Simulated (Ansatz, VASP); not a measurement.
# InP: VASP beside Ansatz, part 2 of 3

One calculation is typed for both programs; each brings its own data sets. How far apart do they land? The cell is taken from a series of runs on this material, whose earlier steps may have relaxed, scaled, displaced or heated it; both programs get it as it stands.

VASP 6.6.1 and Ansatz 0.2.0.

So far: The structure; VASP: single point, r2SCAN, spin-orbit coupling, pair 1.

**3. Ansatz: single point, r2SCAN, spin-orbit coupling, pair 1**

Level of this step: Ansatz beside VASP: Kohn-Sham DFT, plane waves, r2SCAN, spin-orbit coupling (Ansatz).

Ansatz runs on its PAW fully relativistic soft_1 files.

The same cell, functional, mesh and smearing now go to Ansatz, which takes its cutoff from its data sets.

Contents of input.yaml:

```yaml
crystal:
  lattice:
    - [0.0, 2.8295367134, 2.8295367134]
    - [2.8295367134, 0.0, 2.8295367134]
    - [2.8295367134, 2.8295367134, 0.0]
  atoms:
    - { symbol: In, position: [0.0, 0.0, 0.0] }
    - { symbol: P, position: [0.75, 0.75, 0.75] }
kpoints:
  mp_grid: { grid: [6, 6, 6] }
hamiltonian:
  xc: r2scan
  pseudopotentials: { kind: paw_fr, azcp: { folder: soft_1 } }
scf:
  occupations: { method: gaussian, width: 0.01 }
  n_extra_bands: 16
output:
  eigenvalues: true
  eigenstates:
    kpoints:
      - [0.0, 0.0, 0.0]
      - [0.0, 0.003602678, 0.003602678]
      - [0.003602678, 0.0, 0.003602678]
      - [0.003602678, 0.003602678, 0.0]
      - [0.002547478, 0.002547478, 0.005094956]
      - [-0.002547478, 0.002547478, 0.0]
      - [0.002547478, 0.005094956, 0.002547478]
      - [-0.002547478, 0.0, 0.002547478]
      - [0.005094956, 0.002547478, 0.002547478]
      - [0.0, -0.002547478, 0.002547478]
      - [0.004160014, 0.004160014, 0.004160014]
      - [0.0, 0.0, 0.004160014]
      - [0.0, 0.004160014, 0.0]
      - [0.004160014, 0.0, 0.0]
      - [0.0, -0.003602678, -0.003602678]
      - [-0.003602678, 0.0, -0.003602678]
      - [-0.003602678, -0.003602678, 0.0]
      - [-0.002547478, -0.002547478, -0.005094956]
      - [0.002547478, -0.002547478, 0.0]
      - [-0.002547478, -0.005094956, -0.002547478]
      - [0.002547478, 0.0, -0.002547478]
      - [-0.005094956, -0.002547478, -0.002547478]
      - [0.0, 0.002547478, -0.002547478]
      - [-0.004160014, -0.004160014, -0.004160014]
      - [0.0, 0.0, -0.004160014]
      - [0.0, -0.004160014, 0.0]
      - [-0.004160014, 0.0, 0.0]
      - [0.0, 0.013510043, 0.013510043]
      - [0.013510043, 0.0, 0.013510043]
      - [0.013510043, 0.013510043, 0.0]
      - [0.009553043, 0.009553043, 0.019106086]
      - [-0.009553043, 0.009553043, 0.0]
      - [0.009553043, 0.019106086, 0.009553043]
      - [-0.009553043, 0.0, 0.009553043]
      - [0.019106086, 0.009553043, 0.009553043]
      - [0.0, -0.009553043, 0.009553043]
      - [0.015600054, 0.015600054, 0.015600054]
      - [0.0, 0.0, 0.015600054]
      - [0.0, 0.015600054, 0.0]
      - [0.015600054, 0.0, 0.0]
      - [0.0, -0.013510043, -0.013510043]
      - [-0.013510043, 0.0, -0.013510043]
      - [-0.013510043, -0.013510043, 0.0]
      - [-0.009553043, -0.009553043, -0.019106086]
      - [0.009553043, -0.009553043, 0.0]
      - [-0.009553043, -0.019106086, -0.009553043]
      - [0.009553043, 0.0, -0.009553043]
      - [-0.019106086, -0.009553043, -0.009553043]
      - [0.0, 0.009553043, -0.009553043]
      - [-0.015600054, -0.015600054, -0.015600054]
      - [0.0, 0.0, -0.015600054]
      - [0.0, -0.015600054, 0.0]
      - [-0.015600054, 0.0, 0.0]
      - [0.0, 0.0, 0.0]
      - [0.0, 0.003602678, 0.003602678]
      - [0.003602678, 0.0, 0.003602678]
      - [0.003602678, 0.003602678, 0.0]
      - [0.002547478, 0.002547478, 0.005094956]
      - [-0.002547478, 0.002547478, 0.0]
      - [0.002547478, 0.005094956, 0.002547478]
      - [-0.002547478, 0.0, 0.002547478]
      - [0.005094956, 0.002547478, 0.002547478]
      - [0.0, -0.002547478, 0.002547478]
      - [0.004160014, 0.004160014, 0.004160014]
      - [0.0, 0.0, 0.004160014]
      - [0.0, 0.004160014, 0.0]
      - [0.004160014, 0.0, 0.0]
      - [0.0, -0.003602678, -0.003602678]
      - [-0.003602678, 0.0, -0.003602678]
      - [-0.003602678, -0.003602678, 0.0]
      - [-0.002547478, -0.002547478, -0.005094956]
      - [0.002547478, -0.002547478, 0.0]
      - [-0.002547478, -0.005094956, -0.002547478]
      - [0.002547478, 0.0, -0.002547478]
      - [-0.005094956, -0.002547478, -0.002547478]
      - [0.0, 0.002547478, -0.002547478]
      - [-0.004160014, -0.004160014, -0.004160014]
      - [0.0, 0.0, -0.004160014]
      - [0.0, -0.004160014, 0.0]
      - [-0.004160014, 0.0, 0.0]
      - [0.0, 0.013510043, 0.013510043]
      - [0.013510043, 0.0, 0.013510043]
      - [0.013510043, 0.013510043, 0.0]
      - [0.009553043, 0.009553043, 0.019106086]
      - [-0.009553043, 0.009553043, 0.0]
      - [0.009553043, 0.019106086, 0.009553043]
      - [-0.009553043, 0.0, 0.009553043]
      - [0.019106086, 0.009553043, 0.009553043]
      - [0.0, -0.009553043, 0.009553043]
      - [0.015600054, 0.015600054, 0.015600054]
      - [0.0, 0.0, 0.015600054]
      - [0.0, 0.015600054, 0.0]
      - [0.015600054, 0.0, 0.0]
      - [0.0, -0.013510043, -0.013510043]
      - [-0.013510043, 0.0, -0.013510043]
      - [-0.013510043, -0.013510043, 0.0]
      - [-0.009553043, -0.009553043, -0.019106086]
      - [0.009553043, -0.009553043, 0.0]
      - [-0.009553043, -0.019106086, -0.009553043]
      - [0.009553043, 0.0, -0.009553043]
      - [-0.019106086, -0.009553043, -0.009553043]
      - [0.0, 0.009553043, -0.009553043]
      - [-0.015600054, -0.015600054, -0.015600054]
      - [0.0, 0.0, -0.015600054]
      - [0.0, -0.015600054, 0.0]
      - [-0.015600054, 0.0, 0.0]
      - [0.0, -0.5, -0.5]
      - [0.0, -0.496397322, -0.496397322]
      - [0.003602678, -0.5, -0.496397322]
      - [0.003602678, -0.496397322, -0.5]
      - [0.002547478, -0.497452522, -0.494905044]
      - [-0.002547478, -0.497452522, -0.5]
      - [0.002547478, -0.494905044, -0.497452522]
      - [-0.002547478, -0.5, -0.497452522]
      - [0.005094956, -0.497452522, -0.497452522]
      - [0.0, -0.502547478, -0.497452522]
      - [0.004160014, -0.495839986, -0.495839986]
      - [0.0, -0.5, -0.495839986]
      - [0.0, -0.495839986, -0.5]
      - [0.004160014, -0.5, -0.5]
      - [0.0, -0.503602678, -0.503602678]
      - [-0.003602678, -0.5, -0.503602678]
      - [-0.003602678, -0.503602678, -0.5]
      - [-0.002547478, -0.502547478, -0.505094956]
      - [0.002547478, -0.502547478, -0.5]
      - [-0.002547478, -0.505094956, -0.502547478]
      - [0.002547478, -0.5, -0.502547478]
      - [-0.005094956, -0.502547478, -0.502547478]
      - [0.0, -0.497452522, -0.502547478]
      - [-0.004160014, -0.504160014, -0.504160014]
      - [0.0, -0.5, -0.504160014]
      - [0.0, -0.504160014, -0.5]
      - [-0.004160014, -0.5, -0.5]
      - [0.0, -0.486489957, -0.486489957]
      - [0.013510043, -0.5, -0.486489957]
      - [0.013510043, -0.486489957, -0.5]
      - [0.009553043, -0.490446957, -0.480893914]
      - [-0.009553043, -0.490446957, -0.5]
      - [0.009553043, -0.480893914, -0.490446957]
      - [-0.009553043, -0.5, -0.490446957]
      - [0.019106086, -0.490446957, -0.490446957]
      - [0.0, -0.509553043, -0.490446957]
      - [0.015600054, -0.484399946, -0.484399946]
      - [0.0, -0.5, -0.484399946]
      - [0.0, -0.484399946, -0.5]
      - [0.015600054, -0.5, -0.5]
      - [0.0, -0.513510043, -0.513510043]
      - [-0.013510043, -0.5, -0.513510043]
      - [-0.013510043, -0.513510043, -0.5]
      - [-0.009553043, -0.509553043, -0.519106086]
      - [0.009553043, -0.509553043, -0.5]
      - [-0.009553043, -0.519106086, -0.509553043]
      - [0.009553043, -0.5, -0.509553043]
      - [-0.019106086, -0.509553043, -0.509553043]
      - [0.0, -0.490446957, -0.509553043]
      - [-0.015600054, -0.515600054, -0.515600054]
      - [0.0, -0.5, -0.515600054]
      - [0.0, -0.515600054, -0.5]
      - [-0.015600054, -0.5, -0.5]
magnetization:
  noncollinear: true
  spin_orbit: true
checkpoint:
  read: start.run
  write: ck
  compress: false
  write_wavefunctions: false
  write_every: 100000
```

Launch:

```sh
ansatz run input.yaml --threads 4 --pin off --max-ram 9216MiB --backend cpu --events-out ev --progress --plain --runs-dir out
```

Numbers of over 12 decimals in the logs are rounded to 6 here.

What it wrote:

```text
scf.n_extra_bands = 16 over 18 filled bands (N_el = 18.0): the run solves 34 bands
Engine: ansatz 0.2.0, x86_64-unknown-linux-gnu
Pseudopotentials: kind: paw_fr
Pseudopotential: In, paw, valence charge 13, recommended cutoff 500 eV (meta_gga), soft_1/In.paw.azcp
Pseudopotential: P, paw, valence charge 5, recommended cutoff 500 eV (meta_gga), soft_1/P.paw.azcp
Functional definition: r2SCAN
  parameter k0 = 0.174
  parameter k1 = 0.065
  parameter a1 = 4.9479
  exchange = r2scan_x(k0 = k0, k1 = k1, a1 = a1)
  correlation = r2scan_c
non-collinear run that drives no moment, with spin-orbit: no starting moment large enough to seed its density (crystal.atoms[].spin), no starting occupations that ask for one, no magnetisation constraint and no magnetic field, so the semilocal B_xc is pinned to zero
Crystal: 2 atoms, lattice volume = 45.308 Å³
Basis set: ecut = 500 eV, 1139 PW (Γ), exchange–correlation on 120×120×120 points (64 copies of the dense FFT grid, shifted against one another)
Bands: 34, of which v1, the nominal top of the filled ones, is band 18 counted from 1 (17 counted from 0)
Symmetry: 24 space group operations + 24 with time reversal
Magnetic group: BNS 216.75 (UNI 1577), of the structure as read, at distance tolerance 3.6e-5 Å
k-points: 16 of 216 (time reversal used)
Projection manifold: j_resolved (fully-relativistic pseudo-atomic orbitals)
Non-local potential: In, projectors of the file, resolved by j, l = 0: 2, l = 1: 4, l = 2: 4, l = 3: 2
Non-local potential: P, projectors of the file, resolved by j, l = 0: 2, l = 1: 4, l = 2: 2
PAW form: soft (Blöchl's): semilocal exchange-correlation on the pseudo side does not see the compensation charge
PAW frozen core: In, regenerated for the run's functional (the file was generated under x = pbe(κ = 0.804, μ = 0.219515), c = pbe(β = 0.066725))
PAW frozen core: P, regenerated for the run's functional (the file was generated under x = pbe(κ = 0.804, μ = 0.219515), c = pbe(β = 0.066725))
PAW one-centre angular grid: In, 590 points (default); XC on 224 Gauss nodes
PAW one-centre angular grid: P, 302 points (default); XC on 160 Gauss nodes
Initial density: read from a saved state, or passed on in memory by an earlier SCF of this step, an earlier step, the calling program or the single point that the run made first
Stability of the state it starts from, as read at its close in the noncollinear treatment: not read negative (Ritz values of 1 − χ₀K, real part plus size of imaginary part, from 0.84 to 1.0, by its mixing steps under the symmetry group of the SCF that read it)
Initial wavefunctions: pseudopotential atomic-orbital guess
Functional: x = r2scan, c = r2scan; τ floored in thin density (d = 2e-4 eV/Å³)
iter 1 solved again at ethr=2.17e-7 eV; its pass at ethr=3.10e-3 eV (dr2=3.91e-5 eV) is discarded
SCF iter   1: F=—  HF=-6361.724511 eV  |F-HF|=—  |Δ(HF+E_count)|=         —  Δρ=4.34e-6  dr2=3.82e-9  dr2_τ=4.34e-11  dr2_m=0.00e0 (ungated)  ethr=2.17e-7  |M|=0.00e0 ∫|m|=0.00e0 μB  |m|>n=0.0e0 m-floor=0.0e0 τ_xc=0.0e0  β_m=0.30  ⟨swp⟩=5.2  Hψ=5338  notcnv=0
eigensolver tolerance schedule: the retry pair's looser diagonalisation over-reported the residual by 10231.22 of it (diagonalisation noise at 2.52 of the residual, at the tolerance the schedule requests for it); recorded, not acted on — ethr = c·dr2/N_el stays at c = 1.0e-1
preconditioner: auto → none  [insulator: Δε(μ)=1.734 eV  Ē_g=19.104 eV  σ=0.010 eV  W_gap=1.00  n_scr=14 (ndim 8)  ℏωp=23.4 eV  f_vac=0.005  D(μ)=0.00/eV (n_scr^D=0)  ε∞_Penn≈2.5]
SCF iter   2: F=-6361.724511 eV  HF=-6361.724511 eV  |F-HF|=1.59e-9  |Δ(HF+E_count)|=   5.01e-8  Δρ=3.07e-6  dr2=1.96e-9  dr2_τ=1.30e-11  dr2_m=0.00e0 (ungated)  ethr=2.12e-11  |M|=0.00e0 ∫|m|=0.00e0 μB  |m|>n=0.0e0 m-floor=0.0e0 τ_xc=0.0e0  ⟨swp⟩=6.1  Hψ=1858  notcnv=0
SCF 1 converged in 2 iterations: F = -6361.724511 eV  dr2 = 1.96e-9
  greatest PAW one-centre occupation: 0.979 electrons in one spin orbital (limit 2), on the In atom at site 0 (counted from 0), in its partial waves of l = 2
NSCF: frozen V_eff on 159 k-points
SCF converged after 2 iterations
Magnetization: |M| = 0.0000 μB,  M = (+0.0000, +0.0000, +0.0000) μB
Absolute magnetization: 0.0000 μB (∫|m|)
  site 0: m = (+0.0000, +0.0000, +0.0000) μB, |m| = 0.0000 μB  (R = 1.01 Å)
  site 1: m = (+0.0000, +0.0000, +0.0000) μB, |m| = 0.0000 μB  (R = 1.01 Å)
Free energy (F): -6361.724511 eV
Harris-Foulkes:  -6361.724511 eV  (|F-HF|=1.59e-9)
Internal energy: -6361.724511 eV  (E = F + TS)
E sigma→0 (E₀):  -6361.724511 eV
Fermi energy:    9.186384 eV
--- Per-component energies (eV) ---
  E_band       = -40.369381
  E_kinetic    = 291.859513
  E_local      = -1268.426895  (includes V_loc(G=0)·N_el)
  E_nonlocal   = 359.829328
  E_hartree    = 513.085354
  E_xc         = -201.317408
  E_vxc        = -162.180851  (∫ρ·V_xc dr)
  E_paw        = -4793.373110  (= ΣΔE_a)
  E_vpaw       = -297.082148  (= ΣTr[D̂ρ^β])
  E_aug_tail   = -0.000084  (compensation charges beyond the density's cutoff)
  E_vtau       = 9.461499  (kinetic-family band-sum trace: ∫τ·v_τ [+ j·A + Jᵃ·Aᵃ] dr)
  E_ewald      = -1264.265495
  E_core_change = 0.884286  (= ΣΔE_core)
  E_smearing   = -0.000000  (= −TS)
  E_closure    = 0.000000  (closes the sum)
  Σ components = -6361.724511   (vs F -6361.724511, Δ=0.00e0)
--- Band table (eV; the first three rows and the last of 16) ---
  k-point 0: bands = [... 14 lower, 8.3195, 8.3195, 8.3195, 8.3195, 10.0532, 10.0532, 12.3614, 12.3614, ... 12 higher]
  k-point 1: bands = [... 14 lower, 7.8709, 7.8709, 7.9462, 7.9635, 10.8739, 10.8739, 12.9973, 12.9973, ... 12 higher]
  k-point 2: bands = [... 14 lower, 7.2845, 7.2845, 7.3861, 7.4011, 10.5913, 10.5913, 13.4170, 13.4170, ... 12 higher]
  k-point 15: bands = [... 14 lower, 4.7987, 4.9094, 4.9631, 4.9822, 11.7676, 11.8273, 12.4207, 12.4250, ... 12 higher]
```

**4. Comparison**

Known differences besides the potentials themselves: spin-orbit coupling enters by fully relativistic files in Ansatz and inside the spheres in VASP; VASP keeps PBE cores, Ansatz makes them for the functional; the cutoff is 500 eV in Ansatz and 440 eV in VASP. Total energies have different zeros and are not compared.

Both answers:

```csv
quantity,Ansatz,VASP,difference
gap on the k mesh (eV),1.734,1.745,-0.011
```

A gap on the mesh is an upper bound, since the band edges may lie between its points.

**5. VASP: single point, r2SCAN, spin-orbit coupling, pair 2**

With cell and atoms fixed, the geometry can't cause a difference; cores, projectors, grids and the points listed under the comparison can. The cell compared in this pair holds 46.85 Å³, against 45.31 Å³ for the pair before.

Contents of INCAR:

```
SYSTEM = InP
PREC = Accurate
ENCUT = 440
EDIFF = 1E-06
NELM = 200
ISMEAR = 0
SIGMA = 0.01
LREAL = .FALSE.
ALGO = Normal
METAGGA = R2SCAN
LASPH = .TRUE.
LNONCOLLINEAR = .TRUE.
MAGMOM = 0 0 0 0 0 0
NBANDS = 30
GGA_COMPAT = .FALSE.
LSORBIT = .TRUE.
LORBIT = 11
LWAVE = .FALSE.
LCHARG = .FALSE.
ISIF = 2
EFERMI = MIDGAP
LMIXTAU = .TRUE.
KPAR = 2
```

Contents of POSCAR:

```
InP
1.0
    0.0000000000      2.8613319220      2.8613319220
    2.8613319220      0.0000000000      2.8613319220
    2.8613319220      2.8613319220      0.0000000000
In P
1 1
Direct
    0.0000000000      0.0000000000      0.0000000000
    0.7500000000      0.7500000000      0.7500000000
```

Contents of KPOINTS:

```
Automatic mesh
0
Gamma
6 6 6
0 0 0
```

Potentials, in the order of the species: In_d and P (PBE family, release 64).

Launch:

```sh
mpirun -np 2 vasp_ncl
```

What it wrote:

```text
[banner, memory and clock lines left out]
running    2 mpi-ranks, on    1 nodes
[...]
[... a notice as in an earlier step ...]

 LDA part: xc-table for (None), standard interpolation
 POSCAR, INCAR and KPOINTS ok, starting setup
[...]
entering main loop
       N       E                     dE             d eps       ncg     rms          rms(c)
DAV:   1     0.127960946572E+03    0.12796E+03   -0.73987E+03  1344   0.129E+03
DAV:   2    -0.185246205381E+02   -0.14649E+03   -0.13972E+03  1332   0.356E+02
DAV:   3    -0.350665434451E+02   -0.16542E+02   -0.16267E+02  1598   0.128E+02
DAV:   4    -0.357820954463E+02   -0.71555E+00   -0.71404E+00  1662   0.266E+01
[...]
DAV:  15    -0.322173782538E+02   -0.74047E-04   -0.38839E-05  1422   0.616E-02    0.697E-03
DAV:  16    -0.322173794120E+02   -0.11582E-05   -0.49527E-06  1670   0.219E-02    0.576E-03
DAV:  17    -0.322173799095E+02   -0.49756E-06   -0.53881E-07  1214   0.695E-03
   1 F= -.32217380E+02 E0= -.32217380E+02  d E =0.000000E+00  mag=     0.0000     0.0000    -0.0000
```

Parts of OUTCAR (step 5):

```text
  Total        2.3205901      2.3205901      2.3205901     -0.0000000     -0.0000000     -0.0000000
  in kB       79.3550026     79.3550026     79.3550026     -0.0000000     -0.0000000     -0.0000000
  external PRESSURE =      79.3550026 kB  Pullay stress =       0.0000000 kB

 POSITION                                       TOTAL-FORCE (eV/Angst)
 -----------------------------------------------------------------------------------
      0.00000      0.00000      0.00000        -0.000000     -0.000000     -0.000000
      4.29200      4.29200      4.29200         0.000000      0.000000      0.000000
 -----------------------------------------------------------------------------------
    total drift:                                0.000000      0.000000      0.000000

  FREE ENERGIE OF THE ION-ELECTRON SYSTEM (eV)
  ---------------------------------------------------
  free  energy   TOTEN  =       -32.2173799095 eV

  energy  without entropy=      -32.2173799095  energy(sigma->0) =      -32.21737991

 magnetization (x)
# of ion       s       p       d       tot
------------------------------------------
    1       -0.000  -0.000   0.000  -0.000
    2        0.000  -0.000   0.000   0.000
--------------------------------------------------
tot          0.000  -0.000   0.000  -0.000

 magnetization (y)
# of ion       s       p       d       tot
------------------------------------------
    1        0.000   0.000   0.000   0.000
    2        0.000   0.000   0.000   0.000
--------------------------------------------------
tot          0.000   0.000   0.000   0.000

 magnetization (z)
# of ion       s       p       d       tot
------------------------------------------
    1       -0.000   0.000   0.000   0.000
    2        0.000  -0.000   0.000  -0.000
--------------------------------------------------
tot          0.000  -0.000   0.000  -0.000

[... 1 part as in an earlier step ...]

[... 2 further parts left out ...]
[key lines of the parts left out:]
E-fermi :   6.6468
```

The run ends at a pressure of 7.94 GPa.

(Part 2 of 3 ends here.)

[Lines on the potential files, build, host, timing and source positions are cut from VASP's logs without a mark.]

[Logs are printed without paths, hosts, clocks, repeated set-up lines and the standing remarks that a program may print on its own settings, such as how far it seeks lower states.]

[Hosts, paths, dates, database ids (printed as entryN), source tags and the programs' standing remarks are cut or masked in the printed files.]
